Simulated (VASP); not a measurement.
Given:

```yaml
crystal:
  lattice:
    - [1.59288, -2.75894, 0.00000]
    - [1.59288, 2.75894, 0.00000]
    - [0.00000, 0.00000, 5.03951]
  atoms:
    - { symbol: Hf, position: [0.33333, 0.66667, 0.25000] }
    - { symbol: Hf, position: [0.66667, 0.33333, 0.75000] }
```

Calculation: PBE GGA with D4 dispersion, VASP's PBE PAW potentials (set 64) (plane waves; VASP 6.6.1). Numerical set-up: 520 eV cut-off, Gaussian smearing of 0.050 eV, potentials Hf_pv.

Problem. Give the energies of bands 7 to 13 at the high-symmetry points, in eV from the Fermi level.

Solution. 
| band | Γ | M | K | A | L | H |
|---|---|---|---|---|---|---|
| 7 | -7.44 | -3.39 | -2.19 | -5.44 | -3.46 | -1.80 |
| 8 | -3.76 | -2.80 | -1.82 | -5.44 | -3.46 | -1.80 |
| 9 | 0.66 | -2.28 | -1.82 | 0.12 | -1.02 | -1.50 |
| 10 | 1.16 | -0.81 | -1.46 | 0.12 | -1.02 | -1.50 |
| 11 | 1.16 | 0.77 | 0.35 | 1.05 | 1.19 | -0.21 |
| 12 | 1.45 | 0.86 | 0.35 | 1.05 | 1.19 | -0.21 |
| 13 | 2.00 | 1.68 | 2.05 | 1.05 | 2.65 | 2.52 |

It has no gap at this level: it comes out as a metal or semimetal.

The compound is Hf in the hcp structure. It was relaxed first.
